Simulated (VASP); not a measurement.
Input:

```
CELL_PARAMETERS angstrom
      0.00000     2.66805     2.66805
      2.66805     0.00000     2.66805
      2.66805     2.66805     0.00000
ATOMIC_POSITIONS crystal
  Zn 0.00000 0.00000 0.00000
  S  0.25000 0.25000 0.25000
```

Calculation: PBE GGA, VASP's PBE PAW potentials (set 64) (plane waves; VASP). Run with 520 eV cut-off, 8×8×8 Γ-centred mesh, Gaussian smearing of 0.050 eV, potentials Zn S.

**Question.** Estimate the energy per atom (σ→0), pressure, band gap (on the k-mesh) with the smallest direct gap where there is one.

**Answer.** 
```json
{
  "band gap (on the k-mesh)": "2.28 eV",
  "smallest direct gap (on the k-mesh)": "2.28 eV",
  "energy per atom (σ→0)": "-3.408 eV/atom",
  "pressure": "4.94 GPa"
}
```

Only differences to runs with the same potentials and settings are physical.

The compound is ZnS in the zinc blende structure. This cell is one point of a volume scan, at 0.94 of the reference volume.
